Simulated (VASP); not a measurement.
Level of theory: revTPSS meta-GGA, VASP's PBE PAW potentials (set 64) (plane waves; VASP).

Input for VASP

POSCAR:
```
CsSnI3
1
    6.3004113453     0.0000000000     0.0000000000
    0.0000000000     6.3004113453     0.0000000000
    0.0000000000     0.0000000000     6.3004113453
Cs Sn I
1 1 3
Direct
  0.0000000000   0.0000000000   0.0000000000
  0.5000000000   0.5000000000   0.5000000000
  0.5000000000   0.0000000000   0.5000000000
  0.0000000000   0.5000000000   0.5000000000
  0.5000000000   0.5000000000   0.0000000000
```

INCAR:
```
SYSTEM = CsSnI3
PREC = Accurate
ENCUT = 520
EDIFF = 1E-7
NELM = 100
ALGO = Normal
LREAL = .FALSE.
LASPH = .TRUE.
ISMEAR = 0
SIGMA = 0.05
METAGGA = RTPSS
LMIXTAU = .TRUE.
LMAXMIX = 4
LWAVE = .FALSE.
LCHARG = .FALSE.
ISIF = 2
```

File KPOINTS:
```
kpoints
0
G
 4 4 4
0 0 0
```

POTCAR, in this order: Cs_sv Sn_d I (PBE.64 set). Program: vasp_std.

The resulting files:

OSZICAR:
```
       N       E                     dE             d eps       ncg     rms          rms(c)
DAV:   1     0.449108938748E+03    0.44911E+03   -0.18285E+04   520   0.154E+03
DAV:   2     0.124342718004E+03   -0.32477E+03   -0.31770E+03   618   0.327E+02
DAV:   3     0.819072115181E+02   -0.42436E+02   -0.41992E+02   646   0.134E+02
DAV:   4     0.802115788733E+02   -0.16956E+01   -0.16931E+01   606   0.300E+01
DAV:   5     0.801670085481E+02   -0.44570E-01   -0.44549E-01   822   0.476E+00    0.568E+00
DAV:   6     0.826498840243E+02    0.24829E+01   -0.11138E+01   618   0.420E+01    0.279E+00
DAV:   7     0.856110464528E+02    0.29612E+01   -0.29269E+00   538   0.139E+01    0.134E+00
DAV:   8     0.858103541839E+02    0.19931E+00   -0.47228E-01   544   0.762E+00    0.126E+00
DAV:   9     0.857257348369E+02   -0.84619E-01   -0.67001E-01   600   0.651E+00    0.784E-01
DAV:  10     0.856880301198E+02   -0.37705E-01   -0.97224E-02   554   0.292E+00    0.636E-01
DAV:  11     0.856806250608E+02   -0.74051E-02   -0.50822E-03   632   0.667E-01    0.462E-01
DAV:  12     0.856799265720E+02   -0.69849E-03   -0.11626E-02   544   0.656E-01    0.102E-01
DAV:  13     0.856792504668E+02   -0.67611E-03   -0.29551E-03   588   0.359E-01    0.113E-01
DAV:  14     0.856791523843E+02   -0.98083E-04   -0.18246E-04   672   0.950E-02    0.119E-01
DAV:  15     0.856789657527E+02   -0.18663E-03   -0.95562E-04   540   0.265E-01    0.116E-01
DAV:  16     0.856789141521E+02   -0.51601E-04   -0.12593E-04   572   0.928E-02    0.747E-02
DAV:  17     0.856789101003E+02   -0.40518E-05   -0.33818E-05   582   0.553E-02    0.223E-02
DAV:  18     0.856788809020E+02   -0.29198E-04   -0.23938E-05   538   0.543E-02    0.112E-02
DAV:  19     0.856788797945E+02   -0.11075E-05   -0.53474E-06   562   0.224E-02    0.311E-03
DAV:  20     0.856788792669E+02   -0.52763E-06   -0.67722E-07   520   0.653E-03    0.241E-03
DAV:  21     0.856788791918E+02   -0.75104E-07   -0.18453E-07   464   0.425E-03
   1 F= 0.85678879E+02 E0= 0.85678879E+02  d E =-.247961E-16
```

### OUTCAR
```
------------------------ aborting loop because EDIFF is reached ----------------------------------------
  FORCE on cell =-STRESS in cart. coord.  units (eV):
  Direction    XX          YY          ZZ          XY          YZ          ZX
  --------------------------------------------------------------------------------------
  Total       -0.6354562     -0.6354562     -0.6354562     -0.0000000     -0.0000000      0.0000000
  in kB       -4.0708914     -4.0708914     -4.0708914     -0.0000000     -0.0000000      0.0000000
  external PRESSURE =      -4.0708914 kB  Pullay stress =       0.0000000 kB
  volume of cell :      250.10
      direct lattice vectors                 reciprocal lattice vectors
     6.300411345  0.000000000  0.000000000     0.158719795  0.000000000  0.000000000
     0.000000000  6.300411345  0.000000000     0.000000000  0.158719795  0.000000000
     0.000000000  0.000000000  6.300411345     0.000000000  0.000000000  0.158719795
 POSITION                                       TOTAL-FORCE (eV/Angst)
 -----------------------------------------------------------------------------------
      0.00000      0.00000      0.00000         0.000000      0.000000      0.000000
      3.15021      3.15021      3.15021         0.000000      0.000000      0.000000
      3.15021      0.00000      3.15021         0.000000      0.000000      0.000000
      0.00000      3.15021      3.15021         0.000000      0.000000      0.000000
      3.15021      3.15021      0.00000         0.000000      0.000000      0.000000
 -----------------------------------------------------------------------------------
    total drift:                                0.000000     -0.000000     -0.000000
  FREE ENERGIE OF THE ION-ELECTRON SYSTEM (eV)
  ---------------------------------------------------
  free  energy   TOTEN  =        85.6788791918 eV

  energy  without entropy=       85.6788791918  energy(sigma->0) =       85.67887919
```
(Selected blocks of OUTCAR.)

The compound is CsSnI3 in the cubic perovskite structure, the ideal cubic form; the compound distorts at low or room temperature. This cell is one point of a volume scan, at 1.06 of the reference volume.
